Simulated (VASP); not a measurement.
Input of a VASP 6.6.1 run:

The input INCAR:

```
PREC = Normal
ENCUT = 520
EDIFF = 1E-4
ISMEAR = 0
SIGMA = 0.15
LREAL = F
LASPH = T
NELM = 60
ALGO = Fast
ISIF = 3
LWAVE = F
LCHARG = F
GGA = PE
IBRION = 2
NSW = 24
EDIFFG = -0.08
```

The input KPOINTS:

```
regular mesh
0
Gamma
  4 4 2
```

File POSCAR:

```
Mg2ZnTeS2
1.0
    3.8800000000      0.0000000000      0.0000000000
   -1.9400000000      3.3601785700      0.0000000000
    0.0000000000      0.0000000000      9.5100000000
Mg Zn Te S
2 1 1 2
Direct
    0.3333333300      0.6666666700      0.8330000000
    0.6666666700      0.3333333300      0.1670000000
    0.0000000000      0.0000000000      0.5000000000
    0.0000000000      0.0000000000      0.0000000000
    0.6666666700      0.3333333300      0.6670000000
    0.3333333300      0.6666666700      0.3330000000
```

Potentials or basis: VASP PAW PBE potentials, release 64 (Mg, Zn, Te, S).

The run is started by

```bash
$ cat potpaw_PBE.64/Mg/POTCAR potpaw_PBE.64/Zn/POTCAR potpaw_PBE.64/Te/POTCAR potpaw_PBE.64/S/POTCAR > POTCAR
$ mpirun -np 1 vasp_std > vasp.out
```

(1) Predict the relaxed cell.

(2) Predict the relaxed volume.

(3) Estimate the space group after relaxing (to 0.05 Å).

Answers

(1) a = 3.830 Å, b = 3.830 Å, c = 9.603 Å, α = 90.00°, β = 90.00°, γ = 120.00°.

(2) 20.33 Å³/atom.

(3) P-3m1 (No. 164).

Caveat: the k mesh is coarse (spacing up to 0.47 Å⁻¹), so the values aren't converged.
